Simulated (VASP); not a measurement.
OSZICAR of a VASP run on PbO2 (space group R-3m):

### OSZICAR
```
       N       E                     dE             d eps       ncg     rms          rms(c)
DAV:   1     0.242773823548E+03    0.24277E+03   -0.12264E+04  1090   0.151E+03
DAV:   2     0.220275427110E+01   -0.24057E+03   -0.23411E+03  1230   0.400E+02
DAV:   3    -0.175003310739E+02   -0.19703E+02   -0.19611E+02  1385   0.133E+02
DAV:   4    -0.178666820760E+02   -0.36635E+00   -0.36618E+00  1327   0.200E+01
DAV:   5    -0.178777942878E+02   -0.11112E-01   -0.11111E-01  1530   0.335E+00    0.898E+00
DAV:   6    -0.154339873589E+02    0.24438E+01   -0.12577E+01  1660   0.490E+01    0.323E+00
DAV:   7    -0.154107560237E+02    0.23231E-01   -0.66817E-01  1188   0.947E+00    0.179E+00
DAV:   8    -0.154030289455E+02    0.77271E-02   -0.16536E-01  1273   0.447E+00    0.624E-01
DAV:   9    -0.153962309185E+02    0.67980E-02   -0.23456E-02  1647   0.215E+00    0.154E-01
DAV:  10    -0.153966257859E+02   -0.39487E-03   -0.49355E-03  1195   0.565E-01    0.688E-02
DAV:  11    -0.153966069863E+02    0.18800E-04   -0.20107E-04  1382   0.129E-01    0.263E-02
DAV:  12    -0.153966053061E+02    0.16802E-05   -0.37071E-05  1293   0.672E-02    0.733E-03
DAV:  13    -0.153966045659E+02    0.74012E-06   -0.29642E-06  1369   0.149E-02
   1 F= -.15396605E+02 E0= -.15396605E+02  d E =-.183565E-17
```

Task: Which electronic solver shows in the log?

Result: It is blocked Davidson (ALGO = Normal, or the opening steps of other solvers). The INCAR had ALGO = Normal.

Task: Can the final energy be trusted as converged?

Result: The calculation finished and met its thresholds. It stopped with EDIFF = 1E-6, NELM = 100 (PBE GGA, plane waves, VASP's PBE PAW potentials (set 64)).

The structure was generated: PbO2 was put into an ordered model structure (R-3m), which need not be its known phase. The cell was not relaxed at this level, and its volume differs by -5.9 % from the start's.
